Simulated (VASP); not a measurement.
# RbTaS2 (P4/mmm) in VASP: single point with PBE

Aim: the single point of RbTaS2 with PBE.

Everything below comes from runs of VASP 6.6.1. Logs are shortened: lines on timing, memory, paths and dates and some standing lists are left out, and cuts for length are marked.

## (1) Starting point

Symmetry: P4/mmm, No. 123, tetragonal system. Conventional cell: a = 4.950 Å, b = 4.950 Å, c = 4.904 Å, α = 90.00°, β = 90.00°, γ = 90.00°. Around Rb (site symmetry 4/mmm) lie 8 S at 3.48 Å. Ta (site symmetry 4/mmm) has 4 S at 2.48 Å as nearest neighbours. S (site symmetry mmm) is surrounded by 2 Ta at 2.48 Å.

The cell was built by a generator and needn't be a form met in nature.

## (2) Single point, PBE, collinear spin, typed start

INCAR

```
SYSTEM = RbTaS2
ALGO = Fast ; EDIFF = 1E-6
ENCUT = 520 ; GGA = PE
ISIF = 2 ; ISMEAR = 0
ISPIN = 2 ; LASPH = .True.
LCHARG = .False. ; LMAXMIX = 4
LORBIT = 11 ; LREAL = .False.
LWAVE = .False. ; MAGMOM = 0 1 0 0
NBANDS = 28 ; NELM = 150
PREC = Accurate ; SIGMA = 0.1
```

KPOINTS

```
k-points
0
Gamma
  4 4 4
  0 0 0
```

POSCAR

```
RbTaS2
1.0
    4.9500000000      0.0000000000      0.0000000000
    0.0000000000      4.9500000000      0.0000000000
    0.0000000000      0.0000000000      4.9040289600
Rb Ta S
1 1 2
Direct
    0.5000000000      0.5000000000      0.5000000000
    0.0000000000      0.0000000000      0.0000000000
    0.5000000000      0.0000000000      0.0000000000
    0.0000000000      0.5000000000      0.0000000000
```

Potentials or basis: VASP PAW PBE potentials, release 64 (Rb_sv, Ta_pv, S).

Run with:

```sh
$ cat potpaw_PBE.64/Rb_sv/POTCAR potpaw_PBE.64/Ta_pv/POTCAR potpaw_PBE.64/S/POTCAR > POTCAR
$ mpirun -np 1 vasp_std > vasp.out
```

OUTCAR:

```text
SYSTEM = RbTaS2
   EDIFF = 1E-6
   ENCUT = 520
   GGA = PE
   ISIF = 2
   ISMEAR = 0
   ISPIN = 2
   LASPH = .True.
   LORBIT = 11
   LREAL = .False.
   NELM = 150
   PREC = Accurate

 ion  position               nearest neighbor table
   1  0.500  0.500  0.500-   3 3.48   4 3.48   3 3.48   4 3.48   3 3.48   3 3.48   4 3.48   4 3.48
                             2 4.27   2 4.27   2 4.27   2 4.27   2 4.27   2 4.27   2 4.27   2 4.27
   2  0.000  0.000  0.000-   3 2.48   4 2.48   4 2.48   3 2.48   1 4.27   1 4.27   1 4.27   1 4.27
                             1 4.27   1 4.27   1 4.27   1 4.27
   3  0.500  0.000  0.000-   2 2.48   2 2.48   1 3.48   1 3.48   1 3.48   1 3.48
   4  0.000  0.500  0.000-   2 2.48   2 2.48   1 3.48   1 3.48   1 3.48   1 3.48

  LATTYP: Found a simple tetragonal cell.
 ALAT       =     4.9500000000
 C/A-ratio  =     0.9907129212

  Lattice vectors:

 A1 = (   4.9500000000,   0.0000000000,   0.0000000000)
 A2 = (   0.0000000000,   4.9500000000,   0.0000000000)
 A3 = (   0.0000000000,   0.0000000000,   4.9040289600)

Analysis of symmetry for initial positions (statically):
=====================================================================
 Subroutine PRICEL returns:
 Original cell was already a primitive cell.

 Routine SETGRP: Setting up the symmetry group for a
 simple tetragonal supercell.

 Subroutine GETGRP returns: Found 16 space group operations
 (whereof 16 operations were pure point group operations)
 out of a pool of 16 trial point group operations.

The static configuration has the point symmetry D_4h.

Analysis of symmetry for dynamics (positions and initial velocities):
=====================================================================
 Subroutine PRICEL returns:
 Original cell was already a primitive cell.

 Routine SETGRP: Setting up the symmetry group for a
 simple tetragonal supercell.

 Subroutine GETGRP returns: Found 16 space group operations
 (whereof 16 operations were pure point group operations)
 out of a pool of 16 trial point group operations.

The dynamic configuration has the point symmetry D_4h.

Analysis of structural, dynamic, and magnetic symmetry:
=====================================================================
 Subroutine PRICEL returns:
 Original cell was already a primitive cell.

 Routine SETGRP: Setting up the symmetry group for a
 simple tetragonal supercell.

 Subroutine GETGRP returns: Found 16 space group operations
 (whereof 16 operations were pure point group operations)
 out of a pool of 16 trial point group operations.

The overall configuration has the point symmetry D_4h.

 Subroutine INISYM returns: Found 16 space group operations
 (whereof 16 operations are pure point group operations),
 and found     1 'primitive' translations

----------------------------------------------------------------------------------------

                                     Primitive cell

  volume of cell :     120.1610

  direct lattice vectors                    reciprocal lattice vectors
     4.950000000  0.000000000  0.000000000     0.202020202  0.000000000  0.000000000
     0.000000000  4.950000000  0.000000000     0.000000000  0.202020202  0.000000000
     0.000000000  0.000000000  4.904028960     0.000000000  0.000000000  0.203913967

  length of vectors
     4.950000000  4.950000000  4.904028960     0.202020202  0.202020202  0.203913967

  position of ions in fractional coordinates (direct lattice)
     0.500000000  0.500000000  0.500000000
     0.000000000  0.000000000  0.000000000
     0.500000000  0.000000000  0.000000000
     0.000000000  0.500000000  0.000000000

  ion indices of the primitive-cell ions
   primitive index   ion index
                 1           1
                 2           2
                 3           3
                 4           4

----------------------------------------------------------------------------------------

 KPOINTS: k-points

Automatic generation of k-mesh.
 Grid dimensions read from file:
 generate k-points for:    4    4    4

 Generating k-lattice:

  Cartesian coordinates                     Fractional coordinates (reciprocal lattice)
     0.050505051  0.000000000  0.000000000     0.250000000  0.000000000  0.000000000
     0.000000000  0.050505051  0.000000000     0.000000000  0.250000000  0.000000000
     0.000000000  0.000000000  0.050978492     0.000000000  0.000000000  0.250000000

  Length of vectors
     0.050505051  0.050505051  0.050978492

  Shift w.r.t. Gamma in fractional coordinates (k-lattice)
     0.000000000  0.000000000  0.000000000

 Subroutine IBZKPT returns following result:
 ===========================================

 Found     18 irreducible k-points:

 Following reciprocal coordinates:
            Coordinates               Weight
  0.000000  0.000000  0.000000      1.000000
  0.250000  0.000000  0.000000      4.000000
  0.500000  0.000000  0.000000      2.000000
  0.250000  0.250000  0.000000      4.000000
  0.500000  0.250000  0.000000      4.000000
  0.500000  0.500000  0.000000      1.000000
[... 10 lines left out ...]
  0.500000  0.250000  0.500000      4.000000
  0.500000  0.500000  0.500000      1.000000
   k-points           NKPTS =     18   k-points in BZ     NKDIM =     18   number of bands    NBANDS=     28
   number of dos      NEDOS =    301   number of ions     NIONS =      4
   total plane-waves  NPLWV =  57600
   dimension x,y,z NGX =    40 NGY =   40 NGZ =   36
   dimension x,y,z NGXF=    80 NGYF=   80 NGZF=   72
   ions per type =               1   1   2
   NGX,Y,Z   is equivalent  to a cutoff of  13.43, 13.43, 12.20 a.u.
   NGXF,Y,Z  is equivalent  to a cutoff of  26.87, 26.87, 24.41 a.u.
 SYSTEM =  RbTaS2
   PREC   = accura    normal or accurate (medium, high low for compatibility)
   ISTART =      0    job   : 0-new  1-cont  2-samecut
   ICHARG =      2    charge: 1-file 2-atom 10-const
   ISPIN  =      2    spin polarized calculation?
   LNONCOLLINEAR =      F non collinear calculations
   LSORBIT =      F    spin-orbit coupling
   LASPH  =      T    aspherical Exc in radial PAW
   ENCUT  =  520.0 eV  38.22 Ry    6.18 a.u.   9.20  9.20  9.12*2*pi/ulx,y,z
   NELM   =    150;   NELMIN=  2; NELMDL= -5     # of ELM steps
   EDIFF  = 0.1E-05   stopping-criterion for ELM
   LREAL  =      F    real-space projection
   EDIFFG = 0.1E-04   stopping-criterion for IOM
   NSW    =      0    number of steps for IOM
   IBRION =     -1    ionic relax: 0-MD 1-quasi-New 2-CG
   NFREE  =      0    steps in history (QN), initial steepest desc. (CG)
   ISIF   =      2    stress and relaxation
   ISYM   =      2    0-nonsym 1-usesym 2-fastsym
   POTIM  = 0.5000    time-step for ionic-motion
   TEBEG  =    0.0;   TEEND  =   0.0 temperature during run
   PSTRESS=    0.0 pullay stress
   NELECT =      32.0000    total number of electrons
   NUPDOWN=      -1.0000    fix difference up-down
   EMIN   =  10.00;   EMAX   =-10.00  energy-range for DOS
   EFERMI =   0.00;   METHOD = LEGACY
   ISMEAR =     0;   SIGMA  =   0.10  broadening in eV -4-tet -1-fermi 0-gaus
   EFERMI_NEDOS =   21; number of points for ismear=-14 and -15
   IALGO  =     68    algorithm
   IMIX   =      4    mixing-type and parameters
     AMIX     =   0.40;   BMIX     =  1.00
     AMIX_MAG =   1.60;   BMIX_MAG =  1.00
  volume/ion in A,a.u.               =      30.04       202.72
  Fermi-wavevector in a.u.,A,eV,Ry     =   1.053263  1.990379 15.093812  1.109364
  Thomas-Fermi vector in A             =   2.188378
   LORBIT       =     11    0 simple, 1 ext, 2 COOP (PROOUT), +10 PAW based schemes
   GGA     = PE    functional components
   LHFCALC =     F    Hartree Fock is set to
   AEXX    =    0.0000 exact exchange contribution
   IVDW    =     0    specifies the selected vdW correction
   LEPSILON=     F    determine dielectric tensor
   LRPA    =     F    only Hartree local field effects (RPA)
 spin polarized calculation
 RMM-DIIS sequential band-by-band and
 Gauss-broadening in eV      SIGMA  =   0.10
  energy-cutoff  :      520.00
  volume of cell :      120.16
 maximum number of plane-waves:      3264
 NGX is ok and might be reduce to    40
   NGX = 19   NGY = 19   NGZ = 19

 number of electron      31.9999999 magnetization       0.6772152

 Free energy of the ion-electron system (eV)
  ---------------------------------------------------
  ext. energy  EPLUGINS =         0.00000000
  ---------------------------------------------------
  free energy    TOTEN  =       -23.19435701 eV

  energy without entropy =      -23.17534495  energy(sigma->0) =      -23.18485098

 E-fermi :   2.1461     XC(G=0):  -8.5123

 val. band max:        2.1425675038   @ k =   0.2500   0.0000   0.2500
 cond. band min:       2.1489814932   @ k =   0.2500   0.0000   0.5000
 fundamental gap:      0.0064139894
 Fermi energy:         2.1461255120

 spin component 1

 k-point     1 :       0.0000    0.0000    0.0000
  band No.  band energies     occupation
      1     -33.6906      1.00000
      2     -33.6906      1.00000
      3     -33.5477      1.00000
      4     -24.4150      1.00000
      5     -11.2366      1.00000
      6     -10.3526      1.00000
[... 547 lines left out ...]
     27       9.9484      0.00000
     28      10.5351      0.00000
 Fermi energy:         2.1461255120

 spin component 2

 k-point     1 :       0.0000    0.0000    0.0000
  band No.  band energies     occupation
      1     -33.4416      1.00000
      2     -33.4416      1.00000
      3     -33.1215      1.00000
      4     -24.4133      1.00000
      5     -11.2476      1.00000
      6     -10.3743      1.00000
[... 547 lines left out ...]
     27      10.5442      0.00000
     28      10.5598      0.00000

------------------------ aborting loop because EDIFF is reached ----------------------------------------

  FORCE on cell =-STRESS in cart. coord.  units (eV):
  Direction    XX          YY          ZZ          XY          YZ          ZX
  --------------------------------------------------------------------------------------
  -------------------------------------------------------------------------------------
  Total       -4.5140270     -4.5140270     -1.3315682      0.0000000     -0.0000000      0.0000000
  in kB      -60.1881944    -60.1881944    -17.7545867      0.0000000     -0.0000000      0.0000000
  external PRESSURE =     -46.0436585 kB  Pullay stress =       0.0000000 kB

 VOLUME and BASIS-vectors are now :
 -----------------------------------------------------------------------------
  energy-cutoff  :      520.00
  volume of cell :      120.16
      direct lattice vectors                 reciprocal lattice vectors
     4.950000000  0.000000000  0.000000000     0.202020202  0.000000000  0.000000000
     0.000000000  4.950000000  0.000000000     0.000000000  0.202020202  0.000000000
     0.000000000  0.000000000  4.904028960     0.000000000  0.000000000  0.203913967

 POSITION                                       TOTAL-FORCE (eV/Angst)
 -----------------------------------------------------------------------------------
      2.47500      2.47500      2.45201         0.000000      0.000000      0.000000
      0.00000      0.00000      0.00000         0.000000      0.000000      0.000000
      2.47500      0.00000      0.00000         0.000000      0.000000      0.000000
      0.00000      2.47500      0.00000         0.000000      0.000000      0.000000
 -----------------------------------------------------------------------------------
    total drift:                                0.000000      0.000000     -0.000000

  FREE ENERGIE OF THE ION-ELECTRON SYSTEM (eV)
  ---------------------------------------------------
  free  energy   TOTEN  =       -23.1943570109 eV

  energy  without entropy=      -23.1753449464  energy(sigma->0) =      -23.18485098

 total charge

# of ion       s       p       d       tot
------------------------------------------
    1        1.940   5.350   0.025   7.315
    2        0.290   6.105   2.172   8.567
    3        1.325   2.410   0.000   3.735
    4        1.325   2.410   0.000   3.735
--------------------------------------------------
tot          4.880  16.276   2.197  23.352

 magnetization (x)

# of ion       s       p       d       tot
------------------------------------------
    1       -0.000   0.001   0.001   0.002
    2        0.020   0.004   0.457   0.481
    3       -0.002  -0.032   0.000  -0.034
    4       -0.002  -0.032   0.000  -0.034
--------------------------------------------------
tot          0.016  -0.060   0.458   0.414
```

It took 2.2 min on 1 thread of AMD EPYC 7R13 (Zen 3), shared host; peak memory 0.29 GiB.

Results:

- Free energy: -23.1944 eV
- Pressure: -4.6 GPa
- Band gap on the k mesh: none (metal or under the smearing width)
- Net moment: 0.68 μB per cell
- Site moments: Rb +0.00; Ta +0.48; S -0.03 μB
- Valence electrons inside the program's atomic spheres: Rb 7.32; Ta 8.57; S 3.73

Stress tensor (GPa, compression positive):
```
-6.02  0.00  0.00
 0.00 -6.02  0.00
 0.00  0.00 -1.78
```
